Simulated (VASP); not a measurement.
```
CELL_PARAMETERS angstrom
      0.00000     3.12054     3.12054
      3.12054     0.00000     3.12054
      3.12054     3.12054     0.00000
ATOMIC_POSITIONS crystal
  Be 0.62475 0.62475 0.12575
  Be 0.62475 0.12575 0.62475
  Be 0.62475 0.62475 0.62475
  Be 0.12575 0.62475 0.62475
  Be 0.25000 0.25000 0.25000
  Au 0.00000 0.00000 0.00000
```

Method: PBEsol GGA, VASP's PBE PAW potentials (set 64) (plane waves; VASP). Numerical set-up: 300 eV cut-off, 7×7×7 Γ-centred mesh, Gaussian smearing of 0.10 eV, potentials Be Au.

At this cut-off the stress carries a Pulay error, which pulls relaxed volumes low.

Q: Give the stress tensor in GPa (positive for a compressed cell).

A: 
```
-10.28    0.00    0.00
  0.00  -10.28    0.00
  0.00    0.00  -10.28
```
The pressure is its mean diagonal, -10.28 GPa.

The structure comes from a computed database's Be5Au entry (F-43m); how it stands against other phases isn't given here. The cell was not relaxed at this level. The electron count is odd and the run is not spin-polarised, which forces a metal.
